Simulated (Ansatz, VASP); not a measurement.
## TaGaGeSe: VASP beside Ansatz

INCAR

```
SYSTEM = TaGaGeSe
PREC     = Accurate       ! precision mode
ENCUT    = 600            ! plane-wave cutoff, eV
EDIFF    = 1E-7           ! SCF threshold, eV
ISMEAR   = 0              ! smearing method
SIGMA    = 0.1            ! smearing width, eV
LREAL    = .FALSE.        ! projectors in reciprocal space
LASPH    = .TRUE.         ! aspherical terms in the spheres
NELM     = 60             ! most SCF steps
ALGO     = Normal         ! electronic algorithm
ISIF     = 3              ! what is computed and relaxed
LWAVE    = .FALSE.        ! write WAVECAR
LCHARG   = .FALSE.        ! write CHGCAR
GGA      = PE             ! functional
IBRION   = 2              ! ionic algorithm
NSW      = 90             ! ionic steps
EDIFFG   = -0.04          ! ionic threshold
```

File KPOINTS:

```
regular mesh
0
G
  4 4 4
  0 0 0
```

The input POSCAR:

```
TaGaGeSe
1.0
    3.9475305700      0.0000000000      0.0000000000
    0.0000000000      3.9475305700      0.0000000000
    0.0000000000      0.0000000000      5.5697447700
Ta Ga Ge Se
1 1 1 1
Direct
    0.0000000000      0.0000000000      0.5000000000
    0.5000000000      0.5000000000      0.5000000000
    0.5000000000      0.5000000000      0.0000000000
    0.0000000000      0.0000000000      0.0000000000
```

Input for Ansatz:

```yaml
crystal:
  lattice:
    - [3.94753057, 0.0, 0.0]
    - [0.0, 3.94753057, 0.0]
    - [0.0, 0.0, 5.56974477]
  atoms:
    - { symbol: Ta, position: [0.0, 0.0, 0.5] }
    - { symbol: Ga, position: [0.5, 0.5, 0.5] }
    - { symbol: Ge, position: [0.5, 0.5, 0.0] }
    - { symbol: Se, position: [0.0, 0.0, 0.0] }
basis:
  ecutwfc: 420
kpoints:
  mp_grid: { grid: [4, 4, 4] }
hamiltonian:
  xc: pbe
scf:
  occupations: { method: gaussian, width: 0.1 }
  lower_state_search: "off"
output:
  forces: true
  stress: true
  eigenvalues: true
relax:
  adjacent_minimum: "off"
  f_tol: 0.04
  max_steps: 70
  cell: { stress_tol: 0.4 }
```

Change from the starting cell: species swapped into the SnTePbSe type (P4/mmm, No. 123).

Alike in both runs: task relaxation of cell and atoms; functional PBE; k mesh 4 × 4 × 4; occupations gaussian, width 0.1 eV; no spin polarisation.

```csv
,VASP,Ansatz
version,VASP 6.6.1,Ansatz 0.2.0
potentials or method,"VASP PAW PBE potentials, release 64 (Ta_pv, Ga_d, Ge_d, Se)","scalar-relativistic, plane waves, PAW"
plane-wave cutoff (eV),600,420
valence electrons in the cell,44,56
```

```tsv
	VASP	Ansatz	Ansatz less VASP
gap on the k mesh at the Fermi level, each at its own relaxed structure (eV)	none	none	-
relaxed volume (Å³/atom)	19.85	19.86	+0.007
relaxed cell length with the largest relative difference (Å)	3.876	3.877	+0.0008
energy change over the relaxation (meV/atom)	-49	-50	-0.8
```

A gap of «none» marks a metal or a gap that the smearing closes. The two sets of potentials don't hold the same shells in valence.

Caveats: the k mesh is coarse (spacing up to 0.40 Å⁻¹), so the values aren't converged. Spin-orbit coupling is left out, which matters for the levels of Ta.
